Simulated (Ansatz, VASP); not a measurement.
**WS2 (Tungstenite) in two plane-wave programs**

Aim: how closely do two programs agree when they are given the same cell, functional and k mesh? The cell is taken from a series of runs on this material, whose earlier steps may have relaxed, scaled, displaced or heated it; both programs get it as it stands.

Program: Ansatz 0.2.0. Level of theory: plane waves, with VASP 6.6.1 beside it; PBE, spin-orbit coupling. Results are calculated unless marked as measured.

### Step 1. The structure

It takes space group P6_3/mmc (No. 194, hexagonal). Conventional cell: a = 3.159 Å, b = 3.159 Å, c = 12.245 Å, α = 90.00°, β = 90.00°, γ = 120.00°. W has 6 S at 2.41 Å nearest. Nearest to S lie 3 W at 2.41 Å. Farther neighbours and most contacts between anions are not listed.

Structure file:

```cif
data_structure
_symmetry_space_group_name_H-M 'P 1'
_symmetry_Int_Tables_number 1
_cell_length_a 3.1588
_cell_length_b 3.1588
_cell_length_c 12.2448
_cell_angle_alpha 90.000
_cell_angle_beta 90.000
_cell_angle_gamma 120.000
_cell_volume 105.81
loop_
_atom_site_label
_atom_site_type_symbol
_atom_site_fract_x
_atom_site_fract_y
_atom_site_fract_z
_atom_site_occupancy
W1 W 0.33333 0.66667 0.25000 1
W2 W 0.66667 0.33333 0.75000 1
S3 S 0.33333 0.66667 0.62144 1
S4 S 0.66667 0.33333 0.12144 1
S5 S 0.33333 0.66667 0.87856 1
S6 S 0.66667 0.33333 0.37856 1
```

### Step 2. VASP: single point, PBE, spin-orbit coupling, pair 1

A single point takes one fixed geometry, so differences don't come from the geometry; what else differs is listed under the comparison.

Lines of VASP's logs that name or quote its potential files are left out, and so is its time.

File INCAR:

```
SYSTEM = WS2
PREC = Accurate
ENCUT = 520
EDIFF = 1E-06
NELM = 200
ISMEAR = -1
SIGMA = 0.02
LREAL = .FALSE.
ALGO = Normal
GGA = PE
LNONCOLLINEAR = .TRUE.
MAGMOM = 0 0 0 0 0 0 0 0 0 0 0 0 0 0 0 0 0 0
NBANDS = 48
GGA_COMPAT = .FALSE.
LASPH = .TRUE.
LSORBIT = .TRUE.
LMAXMIX = 4
LORBIT = 11
LWAVE = .FALSE.
LCHARG = .FALSE.
ISIF = 2
EFERMI = MIDGAP
KPAR = 2
```

File POSCAR:

```
WS2
1.0
    3.1588452724      0.0000000000      0.0000000000
   -1.5794226362      2.7356402525      0.0000000000
    0.0000000000      0.0000000000     12.2447695065
W S
2 4
Direct
    0.3333333334      0.6666666668      0.2500000000
    0.6666666668      0.3333333334      0.7500000000
    0.3333333334      0.6666666668      0.6214363435
    0.6666666668      0.3333333334      0.1214363435
    0.3333333334      0.6666666668      0.8785636565
    0.6666666668      0.3333333334      0.3785636565
```

File KPOINTS:

```
Automatic mesh
0
Gamma
12 12 2
0 0 0
```

PAW data sets: W and S (PBE family, release 64).

On the command line:

```sh
mpirun -np 2 vasp_ncl
```

Numbers of over 12 decimals in the logs are rounded to 6 here.

Log:

```text
[banner, memory and clock lines left out]
running    2 mpi-ranks, on    1 nodes
 distrk:  each k-point on    1 cores,    2 groups
 distr:  one band on    1 cores,    1 groups

 POSCAR found type information on POSCAR W S
 POSCAR found :  2 types and       6 ions
 LDA part: xc-table for (Slater+PW92), standard interpolation
 POSCAR, INCAR and KPOINTS ok, starting setup
 FFT: planning ... GRIDC
 FFT: planning ... GRID_SOFT
 FFT: planning ... GRID
 WAVECAR not read
 entering main loop
       N       E                     dE             d eps       ncg     rms          rms(c)
DAV:   1     0.194269412131E+03    0.19427E+03   -0.16154E+04  3648   0.134E+03
DAV:   2    -0.321814966127E+02   -0.22645E+03   -0.21651E+03  4792   0.292E+02
DAV:   3    -0.499157632566E+02   -0.17734E+02   -0.17520E+02  4696   0.788E+01
DAV:   4    -0.504213483005E+02   -0.50559E+00   -0.50257E+00  5128   0.143E+01
DAV:   5    -0.504342364970E+02   -0.12888E-01   -0.12867E-01  4776   0.214E+00    0.400E+01
DAV:   6    -0.480553762397E+02    0.23789E+01   -0.10576E+01  5248   0.166E+01    0.184E+01
DAV:   7    -0.477647607995E+02    0.29062E+00   -0.32863E+00  4744   0.108E+01    0.925E+00
DAV:   8    -0.476525409902E+02    0.11222E+00   -0.42807E-01  4808   0.413E+00    0.166E+00
DAV:   9    -0.476451210651E+02    0.74199E-02   -0.71942E-02  4888   0.148E+00    0.739E-01
DAV:  10    -0.476436838343E+02    0.14372E-02   -0.98080E-03  4816   0.601E-01    0.361E-01
DAV:  11    -0.476432885724E+02    0.39526E-03   -0.36113E-03  4928   0.305E-01    0.247E-01
DAV:  12    -0.476432890357E+02   -0.46325E-06   -0.61239E-04  4944   0.145E-01    0.103E-01
DAV:  13    -0.476433131999E+02   -0.24164E-04   -0.79159E-05  4624   0.581E-02    0.809E-02
DAV:  14    -0.476433178959E+02   -0.46960E-05   -0.81879E-06  5056   0.149E-02    0.521E-02
DAV:  15    -0.476433183837E+02   -0.48773E-06   -0.50868E-06  4368   0.113E-02
   1 F= -.47643318E+02 E0= -.47643318E+02  d E =-.259823E-11  mag=    -0.0000     0.0000    -0.0000
```

Parts of OUTCAR (step 2):

```text
ion  position               nearest neighbor table
   1  0.333  0.667  0.250-   4 2.41   6 2.41   4 2.41   6 2.41   4 2.41   6 2.41
   2  0.667  0.333  0.750-   3 2.41   5 2.41   3 2.41   5 2.41   3 2.41   5 2.41
   3  0.333  0.667  0.621-   2 2.41   2 2.41   2 2.41
   4  0.667  0.333  0.121-   1 2.41   1 2.41   1 2.41
   5  0.333  0.667  0.879-   2 2.41   2 2.41   2 2.41
   6  0.667  0.333  0.379-   1 2.41   1 2.41   1 2.41

  LATTYP: Found a hexagonal cell.
 ALAT       =     3.1588452724
 C/A-ratio  =     3.8763435530

 Subroutine GETGRP returns: Found 24 space group operations
 (whereof 12 operations were pure point group operations)

The static configuration has the point symmetry D_3d.
 The point group associated with its full space group is D_6h.

 Found     38 irreducible k-points:

   k-points           NKPTS =     38   k-points in BZ     NKDIM =     38   number of bands    NBANDS=     48

   dimension x,y,z NGX =    24 NGY =   24 NGZ =   96
   dimension x,y,z NGXF=    48 NGYF=   48 NGZF=  192

   ENCUT  =  520.0 eV  38.22 Ry    6.18 a.u.   5.87  5.87 22.77*2*pi/ulx,y,z

   NELECT =      36.0000    total number of electrons

 k-points in reciprocal lattice and weights: Automatic mesh
   0.00000000  0.00000000  0.00000000       0.003
   0.08333333  0.00000000  0.00000000       0.021
   0.16666667 -0.00000000  0.00000000       0.021
   0.25000000  0.00000000  0.00000000       0.021
   0.33333333 -0.00000000  0.00000000       0.021
   0.41666667 -0.00000000  0.00000000       0.021
   0.50000000  0.00000000  0.00000000       0.010
   0.08333333  0.08333333  0.00000000       0.021
   0.16666667  0.08333333  0.00000000       0.042
[...]
0.33333333  0.25000000  0.50000000       0.042
   0.33333333  0.33333333  0.50000000       0.007

 average (electrostatic) potential at core
       1 -39.8345       2 -39.8345       3 -85.6631       4 -85.6631       5 -85.6631
       6 -85.6631

 E-fermi :   6.9145

 k-point     1 :       0.0000    0.0000    0.0000
  band No.  band energies     occupation
    ...
     32       5.0047      1.00000
     33       5.2532      1.00000
     34       5.2532      1.00000
     35       6.4562      1.00000
     36       6.4562      1.00000
     37       8.6173      0.00000
     38       8.6173      0.00000
     39       8.6528      0.00000
     40       8.6528      0.00000
     41       8.6780      0.00000
    ...

 k-point     2 :       0.0833    0.0000    0.0000
  band No.  band energies     occupation
    ...
     32       5.1317      1.00000
     33       5.2677      1.00000
     34       5.2677      1.00000
     35       6.2225      1.00000
     36       6.2225      1.00000
     37       8.5002      0.00000
     38       8.5002      0.00000
     39       8.5306      0.00000
     40       8.5306      0.00000
     41       8.6975      0.00000
    ...

 k-point     3 :       0.1667   -0.0000    0.0000
  band No.  band energies     occupation
    ...
     32       4.9971      1.00000
     33       5.1993      1.00000
     34       5.1993      1.00000
     35       5.6007      1.00000
     36       5.6007      1.00000
     37       7.9680      0.00000
     38       7.9680      0.00000
     39       8.3863      0.00000
     40       8.3863      0.00000
     41       8.4995      0.00000
    ...

  Total        1.8006012      1.8006012      1.9667995     -0.0000000      0.0000000      0.0000000
  in kB       27.2640365     27.2640365     29.7805498     -0.0000000      0.0000000      0.0000000
  external PRESSURE =      28.1028742 kB  Pullay stress =       0.0000000 kB

  energy-cutoff  :      520.00
  volume of cell :      105.81
      direct lattice vectors                 reciprocal lattice vectors
     3.158845272  0.000000000  0.000000000     0.316571378  0.182772570  0.000000000
    -1.579422636  2.735640253  0.000000000     0.000000000  0.365545140  0.000000000
     0.000000000  0.000000000 12.244769507     0.000000000  0.000000000  0.081667523

 POSITION                                       TOTAL-FORCE (eV/Angst)
 -----------------------------------------------------------------------------------
      0.00000      1.82376      3.06119        -0.000000     -0.000000     -0.000000
      1.57942      0.91188      9.18358        -0.000000     -0.000000     -0.000000
      0.00000      1.82376      7.60934         0.000000      0.000000      0.065840
      1.57942      0.91188      1.48696        -0.000000     -0.000000      0.065840
      0.00000      1.82376     10.75781         0.000000     -0.000000     -0.065840
      1.57942      0.91188      4.63542        -0.000000     -0.000000     -0.065840
 -----------------------------------------------------------------------------------
    total drift:                               -0.000000     -0.000000     -0.000000

  FREE ENERGIE OF THE ION-ELECTRON SYSTEM (eV)
  ---------------------------------------------------
  free  energy   TOTEN  =       -47.6433183837 eV

  energy  without entropy=      -47.6433183837  energy(sigma->0) =      -47.64331838

 Spin-Orbit-Coupling matrix elements
 Ion:    1  E_soc:     -0.3193269
 Ion:    2  E_soc:     -0.3193269
 Ion:    3  E_soc:     -0.0030771
 Ion:    4  E_soc:     -0.0030771
 Ion:    5  E_soc:     -0.0030771
 Ion:    6  E_soc:     -0.0030771

 total charge
# of ion       s       p       d       tot
------------------------------------------
    1        0.566   0.721   4.246   5.534
    2        0.566   0.721   4.246   5.534
    3        1.361   2.361   0.000   3.722
    4        1.361   2.361   0.000   3.722
    5        1.361   2.361   0.000   3.722
    6        1.361   2.361   0.000   3.722
--------------------------------------------------
tot          6.577  10.886   8.493  25.956

 magnetization (x)
# of ion       s       p       d       tot
------------------------------------------
    1        0.000  -0.000  -0.000  -0.000
    2       -0.000  -0.000  -0.000  -0.000
    3        0.000  -0.000   0.000  -0.000
    4       -0.000   0.000   0.000  -0.000
    5       -0.000   0.000   0.000   0.000
    6        0.000   0.000   0.000   0.000
--------------------------------------------------
tot          0.000  -0.000  -0.000  -0.000

 magnetization (y)
# of ion       s       p       d       tot
------------------------------------------
    1        0.000   0.000   0.000   0.000
    2        0.000  -0.000  -0.000  -0.000
    3        0.000   0.000   0.000   0.000
    4        0.000   0.000   0.000   0.000
    5        0.000   0.000   0.000   0.000
    6        0.000   0.000   0.000   0.000
--------------------------------------------------
tot          0.000   0.000   0.000   0.000

 magnetization (z)
# of ion       s       p       d       tot
------------------------------------------
    1        0.000   0.000   0.000   0.000
    2        0.000   0.000   0.000   0.000
    3        0.000   0.000   0.000   0.000
    4        0.000   0.000   0.000   0.000
    5        0.000   0.000   0.000   0.000
    6        0.000   0.000   0.000   0.000
--------------------------------------------------
tot          0.000   0.000   0.000   0.000

[... 3 further parts left out ...]
```

The run ends at a pressure of 2.81 GPa, with forces up to 0.066 eV/Å.

### Step 3. Ansatz: single point, PBE, spin-orbit coupling, pair 1

Ansatz runs on its fully relativistic PAW (standard-fr) files.

The same cell, functional, mesh and smearing now go to Ansatz.

File input.yaml:

```yaml
crystal:
  lattice:
    - [3.1588452724, 0.0, 0.0]
    - [-1.5794226362, 2.7356402525, 0.0]
    - [0.0, 0.0, 12.2447695065]
  atoms:
    - { symbol: W, position: [0.3333333333, 0.6666666667, 0.25] }
    - { symbol: W, position: [0.6666666667, 0.3333333333, 0.75] }
    - { symbol: S, position: [0.3333333333, 0.6666666667, 0.6214363435] }
    - { symbol: S, position: [0.6666666667, 0.3333333333, 0.1214363435] }
    - { symbol: S, position: [0.3333333333, 0.6666666667, 0.8785636565] }
    - { symbol: S, position: [0.6666666667, 0.3333333333, 0.3785636565] }
kpoints:
  mp_grid: { grid: [12, 12, 2] }
  band_path:
    path:
      - [0.0, 0.0, 0.0]
      - [0.5, 0.0, 0.0]
      - [0.33333333, 0.33333333, 0.0]
      - [0.0, 0.0, 0.5]
      - [0.5, 0.0, 0.5]
      - [0.33333333, 0.33333333, 0.5]
      - [0.1666666667, 0.1666666667, 0.0]
    npoints: 1
hamiltonian:
  xc: pbe
scf:
  occupations: { method: fermi_dirac, width: 0.02 }
  n_extra_bands: 12
magnetization:
  noncollinear: true
  spin_orbit: true
output:
  eigenvalues: true
basis:
  ecutwfc: 550.0
```

On the command line:

```sh
ansatz run input.yaml --threads 2 --pin off --max-ram 92160MiB --backend cuda --devices 1 --max-vram 13GiB --events-out ev --progress --plain --runs-dir out
```

Log:

```text
scf.n_extra_bands = 12 over 52 filled bands (N_el = 52.0): the run solves 64 bands
GPUs: using 1 of 1 available (devices: 1).
Engine: ansatz 0.2.0, x86_64-unknown-linux-gnu
Pseudopotentials: kind: paw_fr
Pseudopotential: W, paw_fr, valence charge 14, recommended cutoff 420 eV (normal), W.paw.azcp#standard-fr
Pseudopotential: S, paw_fr, valence charge 6, recommended cutoff 420 eV (normal), S.paw.azcp#standard-fr
Functional definition: PBE
  parameter kappa = 0.804
  parameter beta = 0.066725
  exchange = pbe_x(kappa = kappa, mu = beta*pi^2/3)
  correlation = pbe_c(beta = beta)
non-collinear run that drives no moment, with spin-orbit: no starting moment large enough to seed its density (crystal.atoms[].spin), no starting occupations that ask for one, no magnetisation constraint and no magnetic field, so the semilocal B_xc is pinned to zero
device memory: the entry about to start is reckoned to put 4.5 GiB on a device that reports 70.3 GiB free (of which the cap on the GPU budget leaves the run 13.0 GiB)
GPU FFT provider: cuFFT
GPU libraries: cuBLAS 13.8.2, cuFFT 12.4.0, cuSOLVER 12.3.4
Crystal: 6 atoms, lattice volume = 105.813 Å³
Basis set: ecut = 550 eV, 3047 PW (Γ)
Bands: 64, of which v1, the nominal top of the filled ones, is band 52 counted from 1 (51 counted from 0)
Symmetry: 24 space group operations + 24 with time reversal
Magnetic group: BNS 194.264 (UNI 1494), of the structure as read, at distance tolerance 4.7e-5 Å
k-points: 38 of 288
Projection manifold: j_resolved (fully-relativistic pseudo-atomic orbitals)
Non-local potential: W, projectors of the file, l = 0: 3, l = 1: 4, l = 2: 4, l = 3: 2
Non-local potential: S, projectors of the file, l = 0: 2, l = 1: 4, l = 2: 4
PAW form: soft (Blöchl's): semilocal exchange-correlation on the pseudo side does not see the compensation charge
PAW one-centre angular grid: W, 590 points (default); XC on 64 Gauss nodes
PAW one-centre angular grid: S, 110 points (default); XC on 64 Gauss nodes
Initial density: superposition of atomic densities (chi_scale 0.1, normalization cell, long waves kept (reshape's long-wave potential 0.03 eV rms))
Initial wavefunctions: pseudopotential atomic-orbital guess
GPU buffer pool allocated for 60000 grid points (all kernels)
GPU transforms: local potential and band sums: pruned to the plane-wave sphere, on 25×25×96
Functional: x = pbe(κ = 0.804, μ = 0.219515), c = pbe(β = 0.066725)
SCF iter   1: F=—  HF=-24432.745095 eV  |F-HF|=—  |Δ(HF+E_count)|=         —  Δρ=4.12e-2  dr2=2.89e0  dr2_m=0.00e0 (ungated)  ethr=3.10e-3  |M|=0.00e0 ∫|m|=0.00e0 μB  |m|>n=0.0e0 m-floor=0.0e0 τ_xc=0.0e0  β_m=0.30  ⟨swp⟩=6.3  Hψ=5923  notcnv=0
preconditioner: auto → Resta (q_TF=auto, 2.424 Å⁻¹)  ε∞=7.4  [insulator: Δε(μ)=0.857 eV  Ē_g=8.575 eV  σ=0.020 eV  W_gap=1.00  n_scr=26 (ndim 8)  ℏωp=21.7 eV  f_vac=0.000  D(μ)=0.00/eV (n_scr^D=0)  ε∞_Penn≈7.4]
spin=Noncollinear: Resta preconditioning applied to the charge; magnetization (m_x, m_y, m_z) channels mix plain (no charge-response kernel on spin).
SCF iter   2: F=—  HF=-24432.361046 eV  |F-HF|=—  |Δ(HF+E_count)|=   3.84e-1  Δρ=3.05e-2  dr2=1.62e0  dr2_m=0.00e0 (ungated)  ethr=3.10e-3  |M|=0.00e0 ∫|m|=0.00e0 μB  |m|>n=0.0e0 m-floor=0.0e0 τ_xc=0.0e0  β_m=0.65  ⟨swp⟩=1.0  Hψ=1406  notcnv=0  defer=6
SCF iter   3: F=—  HF=-24431.955514 eV  |F-HF|=—  |Δ(HF+E_count)|=   4.06e-1  Δρ=5.86e-3  dr2=4.43e-2  dr2_m=0.00e0 (ungated)  ethr=3.10e-3  |M|=0.00e0 ∫|m|=0.00e0 μB  |m|>n=0.0e0 m-floor=0.0e0 τ_xc=0.0e0  β_m=0.82  ⟨swp⟩=2.8  Hψ=1901  notcnv=0  defer=6
SCF iter   4: F=—  HF=-24431.955800 eV  |F-HF|=—  |Δ(HF+E_count)|=   2.86e-4  Δρ=2.47e-3  dr2=2.47e-2  dr2_m=0.00e0 (ungated)  ethr=8.51e-5  |M|=0.00e0 ∫|m|=0.00e0 μB  |m|>n=0.0e0 m-floor=0.0e0 τ_xc=0.0e0  β_m=0.80  ⟨swp⟩=3.0  Hψ=2227  notcnv=0  defer=210
SCF iter   5: F=—  HF=-24431.955344 eV  |F-HF|=—  |Δ(HF+E_count)|=   4.56e-4  Δρ=1.05e-3  dr2=2.89e-3  dr2_m=0.00e0 (ungated)  ethr=4.75e-5  |M|=0.00e0 ∫|m|=0.00e0 μB  |m|>n=0.0e0 m-floor=0.0e0 τ_xc=0.0e0  β_m=0.89  ⟨swp⟩=2.0  Hψ=1631  notcnv=0  defer=212
SCF iter   6: F=—  HF=-24431.955139 eV  |F-HF|=—  |Δ(HF+E_count)|=   2.06e-4  Δρ=2.65e-4  dr2=9.63e-5  dr2_m=0.00e0 (ungated)  ethr=5.56e-6  |M|=0.00e0 ∫|m|=0.00e0 μB  |m|>n=0.0e0 m-floor=0.0e0 τ_xc=0.0e0  β_m=0.95  ⟨swp⟩=2.0  Hψ=1730  notcnv=0  defer=212
SCF iter   7: F=—  HF=-24431.955178 eV  |F-HF|=—  |Δ(HF+E_count)|=   3.90e-5  Δρ=5.62e-5  dr2=4.68e-6  dr2_m=0.00e0 (ungated)  ethr=1.85e-7  |M|=0.00e0 ∫|m|=0.00e0 μB  |m|>n=0.0e0 m-floor=0.0e0 τ_xc=0.0e0  β_m=0.97  ⟨swp⟩=2.0  Hψ=1793  notcnv=0  defer=212
SCF iter   8: F=—  HF=-24431.955189 eV  |F-HF|=—  |Δ(HF+E_count)|=   1.10e-5  Δρ=1.14e-5  dr2=2.98e-7  dr2_m=0.00e0 (ungated)  ethr=9.00e-9  |M|=0.00e0 ∫|m|=0.00e0 μB  |m|>n=0.0e0 m-floor=0.0e0 τ_xc=0.0e0  β_m=0.99  ⟨swp⟩=2.0  Hψ=1769  notcnv=0  defer=212
SCF iter   9: F=-24431.955189 eV  HF=-24431.955189 eV  |F-HF|=3.23e-9  |Δ(HF+E_count)|=   2.49e-7  Δρ=1.56e-6  dr2=3.23e-9  dr2_m=0.00e0 (ungated)  ethr=1.92e-10  |M|=0.00e0 ∫|m|=0.00e0 μB  |m|>n=0.0e0 m-floor=0.0e0 τ_xc=0.0e0  ⟨swp⟩=9.9  Hψ=4328  notcnv=0
SCF 1 converged in 9 iterations: F = -24431.955189 eV  dr2 = 3.23e-9
  greatest PAW one-centre occupation: 1.000 electrons in one spin orbital (limit 2), on the W atom at site 1 (counted from 0), in its partial waves of l = 0
device memory: the entry about to start is reckoned to put 2.7 GiB on a device that reports 61.2 GiB free (of which the cap on the GPU budget leaves the run 13.0 GiB)
NSCF: frozen V_eff on 7 k-points
SCF converged after 9 iterations
Magnetization: |M| = 0.0000 μB,  M = (+0.0000, +0.0000, +0.0000) μB
Absolute magnetization: 0.0000 μB (∫|m|)
  site 0: m = (+0.0000, +0.0000, +0.0000) μB, |m| = 0.0000 μB  (R = 0.99 Å)
  site 1: m = (+0.0000, +0.0000, +0.0000) μB, |m| = 0.0000 μB  (R = 0.99 Å)
  site 2: m = (+0.0000, +0.0000, +0.0000) μB, |m| = 0.0000 μB  (R = 0.99 Å)
  site 3: m = (+0.0000, +0.0000, +0.0000) μB, |m| = 0.0000 μB  (R = 0.99 Å)
  site 4: m = (+0.0000, +0.0000, +0.0000) μB, |m| = 0.0000 μB  (R = 0.99 Å)
  site 5: m = (+0.0000, +0.0000, +0.0000) μB, |m| = 0.0000 μB  (R = 0.99 Å)
Free energy (F): -24431.955189 eV
Harris-Foulkes:  -24431.955189 eV  (|F-HF|=3.23e-9)
Internal energy: -24431.955189 eV  (E = F + TS)
E sigma→0 (E₀):  -24431.955189 eV
Fermi energy:    12.296193 eV
--- Per-component energies (eV) ---
  E_band       = -373.107391
  E_kinetic    = 1334.034112
  E_local      = -3430.137937  (includes V_loc(G=0)·N_el)
  E_nonlocal   = 105.009180
  E_hartree    = 1358.240965
  E_xc         = -924.510032
  E_vxc        = -830.974903  (∫ρ·V_xc dr)
  E_paw        = -19567.580228  (= ΣΔE_a)
  E_vpaw       = -267.522151  (= ΣTr[D̂ρ^β])
  E_aug_tail   = -0.000038  (compensation charges beyond the density's cutoff)
  E_ewald      = -3307.011211
  E_smearing   = -0.000000  (= −TS)
  E_closure    = -0.000000  (closes the sum)
  Σ components = -24431.955189   (vs F -24431.955189, Δ=0.00e0)
--- Band table (eV; the first three rows and the last of 38) ---
  k-point 0: bands = [... 48 lower, 10.6460, 10.6460, 11.8683, 11.8683, 13.9993, 13.9993, 14.0349, 14.0349, ... 8 higher]
  k-point 1: bands = [... 48 lower, 11.5568, 11.5568, 11.5568, 11.5568, 14.0395, 14.0395, 14.0395, 14.0395, ... 8 higher]
  k-point 2: bands = [... 48 lower, 10.6608, 10.6608, 11.6312, 11.6312, 13.8815, 13.8815, 13.9129, 13.9129, ... 8 higher]
  k-point 37: bands = [... 48 lower, 10.9711, 10.9711, 11.3855, 11.3855, 13.0729, 13.0729, 13.1090, 13.1090, ... 8 higher]
```

In the SCF lines HF is the Harris–Foulkes energy and dr2 the Hartree energy of the density residual, in eV; the loop may stop once dr2 is under the threshold and the program's other checks hold. Hψ counts applications of the Hamiltonian.

### Step 4. Side by side

Known differences besides the potentials themselves: spin-orbit coupling enters by fully relativistic files in Ansatz and inside the spheres in VASP; the data sets hold 52 valence electrons in Ansatz (on its fully relativistic PAW (standard-fr) files) and 36 in VASP; the cutoff is 550 eV in Ansatz and 520 eV in VASP. Total energies have different zeros and are not compared.

Compared:

| quantity | Ansatz | VASP | difference |
| --- | --- | --- | --- |
| gap on the k mesh (eV) | 0.892 | 0.917 | -0.025 |

A gap on the mesh is an upper bound, since the band edges may lie between its points.

[end of part 1 of 2]

[Lines on the potential files, build, host, timing and source positions are cut from VASP's logs without a mark.]

[Logs are printed without paths, hosts, clocks, repeated set-up lines and the standing remarks that a program may print on its own settings, such as how far it seeks lower states.]

[Hosts, paths, dates, database ids (printed as entryN), source tags and the programs' standing remarks are cut or masked in the printed files.]
